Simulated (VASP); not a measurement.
# Hf3SnS4 (P-3m1) in VASP: further runs

Runs on Hf3SnS4. Level: PBE. Tasks: single point, relaxation of cell and atoms.

Everything below comes from runs of VASP 6.6.1. Logs are shortened: lines on timing, memory, paths and dates and some standing lists are left out, and cuts for length are marked.

## 1. The structure

It takes space group P-3m1 (No. 164, trigonal). Conventional cell: a = 3.611 Å, b = 3.611 Å, c = 17.743 Å, α = 90.00°, β = 90.00°, γ = 120.00°. Around Hf (site symmetry -3m) lie 6 S at 2.55 Å. Hf (site symmetry 3m) has 3 S at 2.50 Å as nearest neighbours. Sn (site symmetry -3m) is surrounded by 6 Hf at 3.04 Å. Around S (site symmetry 3m) lie 3 Hf at 2.55 Å. S (site symmetry 3m) is surrounded by 3 Hf at 2.50 Å.

The cell was built by a generator and needn't be a form met in nature.

## 2. Single point, PBE

Contents of INCAR:

```
PREC = Normal ; ENCUT = 520
EDIFF = 1E-5 ; ISMEAR = 0
SIGMA = 0.15 ; LREAL = Auto
LASPH = T ; NELM = 80
ALGO = Fast ; ISIF = 2
LWAVE = F ; LCHARG = F
GGA = PE ; NBANDS = 44
KPAR = 4
```

Contents of KPOINTS:

```
regular mesh
0
Gamma
  7 7 2
```

Contents of POSCAR:

```
Hf3SnS4
1.0
    3.6105610000      0.0000000000      0.0000000000
   -1.8052810000      3.1268380000      0.0000000000
    0.0000000000      0.0000000000     17.7426700000
Hf Sn S
3 1 4
Direct
    0.0000000000      0.0000000000      0.0000000000
    0.6666670000      0.3333330000      0.6249570000
    0.3333330000      0.6666670000      0.3750430000
    0.0000000000      0.0000000000      0.5000000000
    0.6666670000      0.3333330000      0.9176350000
    0.3333330000      0.6666670000      0.0823650000
    0.3333330000      0.6666670000      0.7025830000
    0.6666670000      0.3333330000      0.2974170000
```

Potentials or basis: VASP PAW PBE potentials, release 64 (Hf_pv, Sn_d, S).

Started as:

```bash
$ cat potpaw_PBE.64/Hf_pv/POTCAR potpaw_PBE.64/Sn_d/POTCAR potpaw_PBE.64/S/POTCAR > POTCAR
$ mpirun -np 4 vasp_std > vasp.out
```

OUTCAR:

```text
PREC = Normal
   ENCUT = 520
   EDIFF = 1E-5
   ISMEAR = 0
   LREAL = Auto
   LASPH = T
   NELM = 80
   ISIF = 2
   GGA = PE

 ion  position               nearest neighbor table
   1  0.000  0.000  0.000-   5 2.55   6 2.55   5 2.55   6 2.55   5 2.55   6 2.55
   2  0.667  0.333  0.625-   7 2.50   7 2.50   7 2.50   4 3.04   4 3.04   4 3.04
   3  0.333  0.667  0.375-   8 2.50   8 2.50   8 2.50   4 3.04   4 3.04   4 3.04
   4  0.000  0.000  0.500-   2 3.04   3 3.04   2 3.04   3 3.04   2 3.04   3 3.04
   5  0.667  0.333  0.918-   1 2.55   1 2.55   1 2.55
   6  0.333  0.667  0.082-   1 2.55   1 2.55   1 2.55
   7  0.333  0.667  0.703-   2 2.50   2 2.50   2 2.50
   8  0.667  0.333  0.297-   3 2.50   3 2.50   3 2.50

  LATTYP: Found a hexagonal cell.
 ALAT       =     3.6105610000
 C/A-ratio  =     4.9141033762

  Lattice vectors:

 A1 = (   3.6105610000,   0.0000000000,   0.0000000000)
 A2 = (  -1.8052810000,   3.1268380000,   0.0000000000)
 A3 = (   0.0000000000,   0.0000000000,  17.7426700000)

Analysis of symmetry for initial positions (statically):
=====================================================================
 Subroutine PRICEL returns:
 Original cell was already a primitive cell.

 Routine SETGRP: Setting up the symmetry group for a
 hexagonal supercell.

 Subroutine GETGRP returns: Found 12 space group operations
 (whereof 12 operations were pure point group operations)
 out of a pool of 24 trial point group operations.

The static configuration has the point symmetry D_3d.

Analysis of symmetry for dynamics (positions and initial velocities):
=====================================================================
 Subroutine PRICEL returns:
 Original cell was already a primitive cell.

 Routine SETGRP: Setting up the symmetry group for a
 hexagonal supercell.

 Subroutine GETGRP returns: Found 12 space group operations
 (whereof 12 operations were pure point group operations)
 out of a pool of 24 trial point group operations.

The dynamic configuration has the point symmetry D_3d.

 Subroutine INISYM returns: Found 12 space group operations
 (whereof 12 operations are pure point group operations),
 and found     1 'primitive' translations

----------------------------------------------------------------------------------------

                                     Primitive cell

  volume of cell :     200.3083
[... 97 lines left out ...]
   NFREE  =      0    steps in history (QN), initial steepest desc. (CG)
   ISIF   =      2    stress and relaxation
   ISYM   =      2    0-nonsym 1-usesym 2-fastsym
   POTIM  = 0.5000    time-step for ionic-motion
   TEBEG  =    0.0;   TEEND  =   0.0 temperature during run
   PSTRESS=    0.0 pullay stress
   NELECT =      68.0000    total number of electrons
   NUPDOWN=      -1.0000    fix difference up-down
   EMIN   =  10.00;   EMAX   =-10.00  energy-range for DOS
   EFERMI =   0.00;   METHOD = LEGACY
   ISMEAR =     0;   SIGMA  =   0.15  broadening in eV -4-tet -1-fermi 0-gaus
   EFERMI_NEDOS =   21; number of points for ismear=-14 and -15
   IALGO  =     68    algorithm
   IMIX   =      4    mixing-type and parameters
     AMIX     =   0.40;   BMIX     =  1.00
     AMIX_MAG =   1.60;   BMIX_MAG =  1.00
  volume/ion in A,a.u.               =      25.04       168.97
  Fermi-wavevector in a.u.,A,eV,Ry     =   1.142032  2.158127 17.745210  1.304236
  Thomas-Fermi vector in A             =   2.278730
   LORBIT       =      0    0 simple, 1 ext, 2 COOP (PROOUT), +10 PAW based schemes
   GGA     = PE    functional components
   LHFCALC =     F    Hartree Fock is set to
   AEXX    =    0.0000 exact exchange contribution
   IVDW    =     0    specifies the selected vdW correction
   LEPSILON=     F    determine dielectric tensor
   LRPA    =     F    only Hartree local field effects (RPA)
 non-spin polarized calculation
 RMM-DIIS sequential band-by-band and
 Gauss-broadening in eV      SIGMA  =   0.15
  energy-cutoff  :      520.00
  volume of cell :      200.31
 maximum number of plane-waves:      5422
   NGX = 13   NGY = 13   NGZ = 65

 number of electron      68.0000023 magnetization

 Free energy of the ion-electron system (eV)
  ---------------------------------------------------
  ext. energy  EPLUGINS =         0.00000000
  ---------------------------------------------------
  free energy    TOTEN  =       -59.75136282 eV

  energy without entropy =      -59.69654555  energy(sigma->0) =      -59.72395419

 E-fermi :   4.2900     XC(G=0):  -9.3337

 val. band max:        4.2055755697   @ k =   0.4286  -0.0000   0.5000
 cond. band min:       4.3054875183   @ k =   0.2857  -0.0000   0.0000
 fundamental gap:      0.0999119486
 Fermi energy:         4.2899584121

 k-point     1 :       0.0000    0.0000    0.0000
  band No.  band energies     occupation
      1     -27.4426      2.00000
      2     -27.3824      2.00000
      3     -27.3764      2.00000
      4     -27.3351      2.00000
      5     -27.3351      2.00000
      6     -27.2721      2.00000
[... 741 lines left out ...]
     43       7.1991      0.00000
     44       8.3313      0.00000

------------------------ aborting loop because EDIFF is reached ----------------------------------------

  FORCE on cell =-STRESS in cart. coord.  units (eV):
  Direction    XX          YY          ZZ          XY          YZ          ZX
  --------------------------------------------------------------------------------------
  -------------------------------------------------------------------------------------
  Total        0.1540212      0.1540212     -0.0180450     -0.0000000      0.0000000     -0.0000000
  in kB        1.2319469      1.2319473     -0.1443340     -0.0000002      0.0000000     -0.0000000
  external PRESSURE =       0.7731867 kB  Pullay stress =       0.0000000 kB

 VOLUME and BASIS-vectors are now :
 -----------------------------------------------------------------------------
  energy-cutoff  :      520.00
  volume of cell :      200.31
      direct lattice vectors                 reciprocal lattice vectors
     3.610561000  0.000000000  0.000000000     0.276965269  0.159905994  0.000000000
    -1.805281000  3.126838000  0.000000000     0.000000000  0.319811899  0.000000000
     0.000000000  0.000000000 17.742670000     0.000000000  0.000000000  0.056361303

 POSITION                                       TOTAL-FORCE (eV/Angst)
 -----------------------------------------------------------------------------------
      0.00000      0.00000      0.00000        -0.000000      0.000000      0.000000
      1.80528      1.04228     11.08841        -0.000000      0.000000      0.032495
     -0.00000      2.08456      6.65426         0.000000      0.000000     -0.032495
      0.00000      0.00000      8.87134        -0.000000      0.000000      0.000000
      1.80528      1.04228     16.28129        -0.000000      0.000000     -0.013711
     -0.00000      2.08456      1.46138         0.000000     -0.000000      0.013711
     -0.00000      2.08456     12.46570        -0.000000      0.000000     -0.021026
      1.80528      1.04228      5.27697         0.000000     -0.000000      0.021026
 -----------------------------------------------------------------------------------
    total drift:                                0.000000     -0.000000      0.000000

  FREE ENERGIE OF THE ION-ELECTRON SYSTEM (eV)
  ---------------------------------------------------
  free  energy   TOTEN  =       -59.7513628241 eV

  energy  without entropy=      -59.6965455465  energy(sigma->0) =      -59.72395419
```

OSZICAR:

```text
N       E                     dE             d eps       ncg     rms          rms(c)
DAV:   1     0.551291328951E+03    0.55129E+03   -0.32620E+04  1416   0.158E+03
DAV:   2     0.183712786420E+02   -0.53292E+03   -0.51014E+03  1532   0.418E+02
DAV:   3    -0.592231168996E+02   -0.77594E+02   -0.74155E+02  1696   0.130E+02
DAV:   4    -0.636078985925E+02   -0.43848E+01   -0.43206E+01  1784   0.322E+01
[... 14 lines left out ...]
RMM:  19    -0.597514370721E+02    0.13953E-04   -0.66006E-05  1631   0.275E-02    0.168E-01
RMM:  20    -0.597514181100E+02    0.18962E-04   -0.52932E-04  1833   0.425E-02    0.869E-02
RMM:  21    -0.597513912030E+02    0.26907E-04   -0.28866E-05  1181   0.175E-02    0.367E-02
RMM:  22    -0.597513681869E+02    0.23016E-04   -0.34742E-05  1244   0.136E-02    0.240E-02
RMM:  23    -0.597513628241E+02    0.53628E-05   -0.74052E-06   849   0.898E-03
   1 F= -.59751363E+02 E0= -.59723954E+02  d E =-.548173E-01
```

stdout:

```text
POSCAR found type information on POSCAR HfSnS
 POSCAR found :  3 types and       8 ions
 scaLAPACK will be used
 -----------------------------------------------------------------------------
|                                                                             |
|                                                                             |
|     You have a (more or less) 'small supercell' and for smaller cells       |
|     it is recommended to use the reciprocal-space projection scheme!        |
|     The real-space optimization is not efficient for small cells and it     |
|     is also less accurate ...                                               |
|     Therefore, set LREAL=.FALSE. in the INCAR file.                         |
|                                                                             |
 -----------------------------------------------------------------------------

 LDA part: xc-table for (Slater+PW92), standard interpolation
 POSCAR, INCAR and KPOINTS ok, starting setup
 FFT: planning ... GRIDC
 FFT: planning ... GRID_SOFT
 FFT: planning ... GRID
 WAVECAR not read
 entering main loop
```

Run time: 20 s. Hardware: 4 MPI ranks of Intel Xeon 6975P-C (Granite Rapids), shared host; peak memory 0.24 GiB.

What came out:

```
Free energy            : -59.7514 eV
Pressure               : 0.1 GPa
Largest force          : 0.032 eV/Å
Band gap on the k mesh : none (metal or under the smearing width)
```

Forces on the atoms (eV/Å):
```
Hf   0.000  0.000  0.000
Hf   0.000  0.000  0.032
Hf   0.000  0.000 -0.032
Sn   0.000  0.000  0.000
S    0.000  0.000 -0.014
S    0.000  0.000  0.014
S    0.000  0.000 -0.021
S    0.000  0.000  0.021
```

Stress tensor (GPa, compression positive):
```
 0.12  0.00  0.00
 0.00  0.12  0.00
 0.00  0.00 -0.01
```

Caveat: this functional lacks dispersion, which binds the layers, so the pressure and a relaxed spacing across them are unreliable. Spin-orbit coupling is left out, which matters for the levels of Hf.

(Part 1 of 2 ends here.)
